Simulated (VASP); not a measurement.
Here is a VASP 6.6.1 calculation.

File INCAR:

```
PREC = Accurate ; ENCUT = 520
EDIFF = 1E-6 ; ISMEAR = -1
SIGMA = 0.05 ; LREAL = False
LASPH = True ; NELM = 100
ALGO = Normal ; ISIF = 2
LWAVE = False ; LCHARG = False
GGA = PE ; NBANDS = 30
```

Contents of KPOINTS:

```
Automatic mesh
0
Gamma
  2 2 1
```

The input POSCAR:

```
Mg12NO
1.0
    6.4200000000      0.0000000000      0.0000000000
    3.2100000000      5.5598830000      0.0000000000
    0.0000000000      0.0000000000     18.2130400000
Mg N O
12 1 1
Direct
    0.0000000000      0.0000000000      0.0549057000
    0.5000000000      0.0000000000      0.0549057000
    0.0000000000      0.5000000000      0.0549057000
    0.5000000000      0.5000000000      0.0549057000
   -0.1724986639      0.3350253966      0.1963402030
    0.3294163969      0.3352061242      0.1959897419
   -0.1725253877      0.8373595045      0.1963302970
    0.3276569485      0.8361078316      0.2009249027
   -0.0154683577      0.0076252791      0.3436102336
    0.4922815871      0.0064962271      0.3427148330
   -0.0090163717      0.5044354617      0.3327704838
    0.4922663608      0.5011167262      0.3426900459
    0.6537923198      0.1730580328      0.4095043375
    0.6502618992      0.1750007556      0.4789426582
```

Potentials or basis: VASP PAW PBE potentials, release 64 (Mg, N, O).

Command:

```console
$ cat potpaw_PBE.64/Mg/POTCAR potpaw_PBE.64/N/POTCAR potpaw_PBE.64/O/POTCAR > POTCAR
$ mpirun -np 1 vasp_std > vasp.out
```

Q: Predict the largest force.

A: 0.474 eV/Å.

Q: Estimate the band gap on the k mesh.

A: None (metal or under the smearing width).

Forces on the atoms (eV/Å):
```
Mg   0.252 -0.145  0.054
Mg  -0.271 -0.155  0.055
Mg  -0.018  0.010 -0.123
Mg  -0.001  0.312  0.055
Mg  -0.001 -0.003 -0.010
Mg   0.003 -0.001  0.003
Mg   0.002  0.002 -0.009
Mg   0.002 -0.001  0.017
Mg  -0.004  0.003 -0.022
Mg   0.017  0.007 -0.011
Mg   0.001 -0.001  0.003
Mg   0.002 -0.019 -0.011
N    0.014 -0.008 -0.474
O    0.002 -0.001  0.472
```

Caveat: the k mesh is coarse (spacing up to 0.57 Å⁻¹), so the values aren't converged; an odd number of electrons without spin polarisation forces a metal; a magnetic or distorted state may lie lower.
